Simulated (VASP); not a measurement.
Here is the system:

```yaml
crystal:
  lattice:
    - [0.00000, 2.88583, 2.88583]
    - [2.88583, 0.00000, 2.88583]
    - [2.88583, 2.88583, 0.00000]
  atoms:
    - { symbol: Ga, position: [0.00000, 0.00000, 0.00000] }
    - { symbol: As, position: [0.25000, 0.25000, 0.25000] }
```

These are rev-vdW-DF2, VASP's PBE PAW potentials (set 64) (plane waves; VASP) values and carry that method's errors. Numerical set-up: 520 eV cut-off, 8×8×8 Γ-centred mesh, Gaussian smearing of 0.050 eV, potentials Ga_d As.

Problem. What does the run give for the energy per atom (σ→0), pressure, band gap (on the k-mesh) with the smallest direct gap where there is one?

Solution. 
```json
{
  "band gap (on the k-mesh)": "none (metal, semimetal or under 0.01 eV)",
  "energy per atom (σ→0)": "-188.1 kJ/mol of atoms",
  "pressure": "-1.65 GPa"
}
```

Total energies compare only between runs with the same potentials, cut-off and functional.

The compound is GaAs in the zinc blende structure. This cell is one point of a volume scan, at 1.03 of the reference volume.
